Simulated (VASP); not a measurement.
Calculation: LDA (Ceperley-Alder, Perdew-Zunger), VASP's LDA PAW potentials (set 64) (plane waves; VASP).

The input files of a VASP run:

File KPOINTS:
```
K-points
0
Gamma
  6 6 1
0 0 0
```

INCAR:
```
! general
SYSTEM =Tl
PREC   =Accurate
ENCUT  =300   ! plane-wave cut-off (eV)
LREAL  =F   ! projection in real space or not
LASPH  =T   ! aspherical one-centre terms

! electronic loop
EDIFF  =1E-6   ! SCF stop (eV)
NELM   =100   ! most electronic steps
ALGO   =Normal
LMAXMIX=4

! smearing
ISMEAR =0   ! Gaussian
SIGMA  =0.1   ! width (eV)

! ions
ISIF   =2   ! forces and stress, cell fixed

! output
LWAVE  =F
LCHARG =F
```

### POSCAR
```
Tl
1
    3.5893390000     0.0000000000     0.0000000000
    1.7946690000    11.9365580000     0.0000000000
    0.0000000000     0.0000000000    22.5567000000
Tl
12
Direct
  0.6807870000   0.0967600000   0.3753610000
  0.9138330000   0.6306680000   0.3103290000
  0.5416580000   0.3750160000   0.3211680000
  0.8199150000   0.8185030000   0.4295530000
  0.2146950000   0.0289440000   0.5054200000
  0.4477410000   0.5628520000   0.4403880000
  0.0755660000   0.3072000000   0.4512270000
  0.3538230000   0.7506870000   0.5596120000
  0.7486030000   0.9611280000   0.6354790000
  0.9816490000   0.4950360000   0.5704510000
  0.6094740000   0.2393850000   0.5812860000
  0.8877310000   0.6828710000   0.6896710000
```

POTCAR, in this order: Tl_d (LDA.64 set). Program: vasp_std.

At this cut-off the stress carries a Pulay error, which pulls relaxed volumes low. The cell holds a wide vacuum, so values per volume refer to the whole cell. Gaps are read on the run's mesh, which can miss a band edge. Unless said otherwise, spin-orbit coupling is left out, though it shifts the bands of the heavy elements here.

Q: Estimate the energy per atom (σ→0), largest force, band gap (on the k-mesh).

A: 
energy per atom (σ→0): -252.6 kJ/mol of atoms
band gap (on the k-mesh): none (metal, semimetal or under 0.01 eV)
largest force: 0.652 eV/Å

File OSZICAR:
```
...
DAV:  18    -0.314426889381E+02   -0.13431E-03   -0.24440E-05  1818   0.460E-03    0.200E-03
DAV:  19    -0.314427694984E+02   -0.80560E-04   -0.51824E-06  1657   0.431E-03    0.129E-03
DAV:  20    -0.314428210500E+02   -0.51552E-04   -0.32770E-06  1622   0.212E-03    0.692E-04
DAV:  21    -0.314428453526E+02   -0.24303E-04   -0.18295E-06  1604   0.209E-03    0.366E-04
DAV:  22    -0.314428490787E+02   -0.37261E-05   -0.10408E-07  1652   0.935E-04    0.233E-04
DAV:  23    -0.314428543472E+02   -0.52685E-05   -0.38248E-07  1523   0.686E-04    0.130E-04
DAV:  24    -0.314428550912E+02   -0.74405E-06   -0.24591E-08  1552   0.414E-04
   1 F= -.31442855E+02 E0= -.31417082E+02  d E =-.515455E-01
```

The cell is a sheet with vacuum, built from a database entry that may be metastable or hypothetical.
